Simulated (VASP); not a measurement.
Mo (bcc): the lattice constant a from VASP (plane waves, PAW) at several levels of theory. Static lattice.

```tsv
level	lattice constant a (Å)	error against measurement
LDA	3.116	-0.8 %
PBE	3.162	+0.7 %
PBEsol	3.131	-0.3 %
RPBE	3.176	+1.1 %
AM05	3.126	-0.5 %
PBE-D3(BJ)	3.132	-0.3 %
PBE-D4	3.139	-0.1 %
optB88-vdW	3.162	+0.7 %
rev-vdW-DF2	3.148	+0.2 %
revTPSS	3.143	+0.0 %
SCAN	3.146	+0.2 %
r2SCAN	3.154	+0.4 %
r2SCAN+rVV10	3.148	+0.2 %
```

Measured: 3.141 Å at 0 K (as given by Daniel Mejia-Rodriguez et al., Physical Review B (2018), arXiv:1807.09216; static lattice: zero-point anharmonic expansion removed).

The cell of the LDA run:

Space group Im-3m (No. 229); a = b = c = 3.116 Å, α = β = γ = 90.00°

```csv
atom,site,symmetry,x,y,z
Mo,2a,m-3m,0.0000,0.0000,0.0000
```
(The calculation used a cell of 1 atom; values per cell refer to that cell.)

Only levels that ran to the end are used. Left out are those held back, those with too coarse a band path, GW runs whose mesh misses a band edge, hybrids' fits of cells that aren't cubic and levels without matching references; a question may draw on a part of the rest.

The compound is Mo in the bcc structure.
